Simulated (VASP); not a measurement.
Output of a VASP run:

OSZICAR:
```
       N       E                     dE             d eps       ncg     rms          rms(c)
DAV:   1     0.116614665586E+03    0.11661E+03   -0.84399E+03  1227   0.147E+03
DAV:   2     0.466852487580E+01   -0.11195E+03   -0.10852E+03  1282   0.325E+02
DAV:   3    -0.324134244086E+01   -0.79099E+01   -0.78440E+01  1572   0.909E+01
DAV:   4    -0.345333602153E+01   -0.21199E+00   -0.21184E+00  1432   0.164E+01
DAV:   5    -0.346287042090E+01   -0.95344E-02   -0.95340E-02  1741   0.314E+00    0.416E+00
DAV:   6    -0.321117646389E+01    0.25169E+00   -0.45790E-01  1815   0.132E+01    0.232E+00
DAV:   7    -0.318648055498E+01    0.24696E-01   -0.13335E-01  1707   0.377E+00    0.685E-01
DAV:   8    -0.318647135145E+01    0.92035E-05   -0.12874E-02  1523   0.165E+00    0.197E-01
DAV:   9    -0.318694957483E+01   -0.47822E-03   -0.11767E-03  1420   0.433E-01    0.114E-01
DAV:  10    -0.318703111884E+01   -0.81544E-04   -0.15049E-04  1860   0.171E-01    0.751E-02
DAV:  11    -0.318706489119E+01   -0.33772E-04   -0.12315E-04  1252   0.132E-01    0.621E-02
DAV:  12    -0.318706589283E+01   -0.10016E-05   -0.12402E-05  1287   0.291E-02    0.119E-02
DAV:  13    -0.318706611721E+01   -0.22438E-06   -0.20565E-06  1502   0.988E-03    0.701E-03
DAV:  14    -0.318706622439E+01   -0.10718E-06   -0.13137E-07  1201   0.335E-03    0.277E-03
DAV:  15    -0.318706633786E+01   -0.11347E-06   -0.15462E-08   771   0.182E-03    0.627E-04
DAV:  16    -0.318706636017E+01   -0.22311E-07   -0.34286E-09   676   0.869E-04
   1 F= -.31870664E+01 E0= -.31871542E+01  d E =0.263584E-03
```

### OUTCAR
```
------------------------ aborting loop because EDIFF is reached ----------------------------------------
  FORCE on cell =-STRESS in cart. coord.  units (eV):
  Direction    XX          YY          ZZ          XY          YZ          ZX
  --------------------------------------------------------------------------------------
  Total        0.6017543      0.6017543      0.6017543      0.0000000      0.0000000      0.0000000
  in kB       17.4037650     17.4037650     17.4037650      0.0000000      0.0000000      0.0000000
  external PRESSURE =      17.4037650 kB  Pullay stress =       0.0000000 kB
  volume of cell :       55.40
      direct lattice vectors                 reciprocal lattice vectors
     0.000000000  3.025651153  3.025651153    -0.165253684  0.165253684  0.165253684
     3.025651153  0.000000000  3.025651153     0.165253684 -0.165253684  0.165253684
     3.025651153  3.025651153  0.000000000     0.165253684  0.165253684 -0.165253684
  FREE ENERGIE OF THE ION-ELECTRON SYSTEM (eV)
  ---------------------------------------------------
  free  energy   TOTEN  =        -3.1870663602 eV

  energy  without entropy=       -3.1873299438  energy(sigma->0) =       -3.18715422
```
(Selected blocks of OUTCAR.)

POSCAR:
```
InAs
1
    0.0000000000     3.0256511525     3.0256511525
    3.0256511525     0.0000000000     3.0256511525
    3.0256511525     3.0256511525     0.0000000000
In As
1 1
Direct
  0.0000000000   0.0000000000   0.0000000000
  0.2500000000   0.2500000000   0.2500000000
```

Problem. Write an INCAR and KPOINTS that could have produced this output.

Solution. One answer among several that fit: the input of the run itself, vdW-DF-cx, plane waves, VASP's PBE PAW potentials (set 64).

INCAR:
```
SYSTEM = InAs
PREC = Accurate
ENCUT = 520
EDIFF = 1E-7
NELM = 100
ALGO = Normal
LREAL = .FALSE.
LASPH = .TRUE.
ISMEAR = 1
SIGMA = 0.1
GGA = CX
LUSE_VDW = .TRUE.
AGGAC = 0.0
LMAXMIX = 4
LWAVE = .FALSE.
LCHARG = .FALSE.
ISIF = 2
```

### KPOINTS
```
Automatic mesh
0
Gamma
10 10 10
0 0 0
```

POTCAR, in this order: In_d As (PBE.64 set). Program: vasp_std.

The compound is InAs in the zinc blende structure. This cell is one point of a volume scan, at 0.97 of the reference volume.
